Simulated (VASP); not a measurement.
Crystal: RbAl2.

```xyz
3
Lattice="6.8110 0.0000 0.0000 0.0000 6.8110 0.0000 0.0000 0.0000 2.9668" Properties=species:S:1:pos:R:3 pbc="T T T"
Rb    0.0000    0.0000    0.0000
Al    3.4055    0.0000    1.4834
Al    0.0000    3.4055    1.4834
```

The cell was built by a generator and needn't be a form met in nature.

```yaml
Program: VASP 6.6.1
Task: single point
Functional: PBE
Potentials_or_basis: VASP PAW PBE potentials, release 64 (Rb_sv, Al)
Cutoff: 520 eV
k_mesh: 4 × 4 × 9
Occupations: fermi-dirac, width 0.05 eV
Spin: no spin polarisation
```

On this cell: pressure 0.2 GPa; largest force under 0.003 eV/Å; band gap on the k mesh none (metal or under the smearing width).

The same run follows on a disturbed copy (atoms moved at random, drawn with an rms of 0.05 Å):

```
Rb Al
1.0
     6.81099    0.00000    0.00000
     0.00000    6.81099    0.00000
     0.00000    0.00000    2.96677
Rb Al
1 2
Cartesian
  -0.0382 0.0255 0.0289
  3.4310 0.0132 1.5345
  -0.0966 3.3740 1.5047
```

Q: What does the disturbed cell give?

A: The energy (extrapolated to zero smearing) moves by +0.3 meV/atom; pressure 0.2 GPa; largest force 0.143 eV/Å; band gap on the k mesh none (metal or under the smearing width).

Forces in eV/Å, atoms in the order of the input:
```
Rb   0.110 -0.090  0.003
Al  -0.037  0.023 -0.005
Al  -0.073  0.067  0.002
```

Stress tensor (GPa, compression positive):
```
-0.21 -0.01  0.00
-0.01 -0.23  0.00
 0.00  0.00  0.95
```
